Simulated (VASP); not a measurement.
These are TPSS meta-GGA, VASP's PBE PAW potentials (set 64) (plane waves; VASP) values and carry that method's errors.

VASP input:

**KPOINTS**
```
Automatic mesh
0
Gamma
6 6 6
0 0 0
```

### INCAR
```
ISMEAR=-5   ! tetrahedra, Bloechl
LREAL=.FALSE.
LWAVE=.FALSE.
ENCUT=520   ! plane-wave cut-off (eV)
LEFG=.TRUE.
SYSTEM=KTaO3
LCHARG=.FALSE.
LMAXMIX=6   ! l cut-off of mixed one-centre charges
NELM=100   ! most electronic steps
NEDOS=601   ! DOS grid
METAGGA=TPSS
LASPH=.TRUE.   ! aspherical one-centre terms
ISIF=2   ! forces and stress, cell fixed
LMIXTAU=.TRUE.
PREC=Accurate
ALGO=Normal
EDIFF=1E-7   ! SCF stop (eV)
LORBIT=11
```

**KPOINTS_OPT**
```
k-points along high-symmetry lines
10
Line-mode
Reciprocal
  0.000000   0.000000   0.000000 ! GAMMA
  0.000000   0.500000   0.000000 ! X

  0.000000   0.500000   0.000000 ! X
  0.500000   0.500000   0.000000 ! M

  0.500000   0.500000   0.000000 ! M
  0.000000   0.000000   0.000000 ! GAMMA

  0.000000   0.000000   0.000000 ! GAMMA
  0.500000   0.500000   0.500000 ! R

  0.500000   0.500000   0.500000 ! R
  0.000000   0.500000   0.000000 ! X

  0.500000   0.500000   0.500000 ! R
  0.500000   0.500000   0.000000 ! M
```

File POSCAR:
```
KTaO3
1.0
  4.0191722616   0.0000000000   0.0000000000
  0.0000000000   4.0191722616   0.0000000000
  0.0000000000   0.0000000000   4.0191722616
K Ta O
1 1 3
Cart
  0.0000000000   0.0000000000   0.0000000000
  2.0095861308   2.0095861308   2.0095861308
  2.0095861308   0.0000000000   2.0095861308
  0.0000000000   2.0095861308   2.0095861308
  2.0095861308   2.0095861308   0.0000000000
```

POTCAR, in this order: K_sv Ta_pv O (PBE.64 set). Program: vasp_std.

Unless said otherwise, spin-orbit coupling is left out, though it shifts the bands of the heavy elements here.

Problem. What does the run give for the energy per atom (σ→0), band gap (over mesh and band path)?

Solution. 
- energy per atom (σ→0): -11.139 eV/atom
- band gap (over mesh and band path): 2.18 eV

**OSZICAR**
```
...
DAV:  18    -0.556954493406E+02   -0.13073E-05   -0.21470E-06  1177   0.127E-02    0.157E-03
DAV:  19    -0.556954499971E+02   -0.65644E-06   -0.29689E-07  1013   0.590E-03    0.945E-04
DAV:  20    -0.556954501045E+02   -0.10748E-06   -0.54062E-08   712   0.261E-03    0.375E-04
DAV:  21    -0.556954501210E+02   -0.16429E-07   -0.20767E-08   670   0.111E-03
   1 F= -.55695450E+02 E0= -.55695450E+02  d E =0.000000E+00
       N       E                     dE             ncg
       N       E                     dE             ncg
       N       E                     dE             ncg
```

The compound is KTaO3 in the cubic perovskite structure. It was relaxed first.
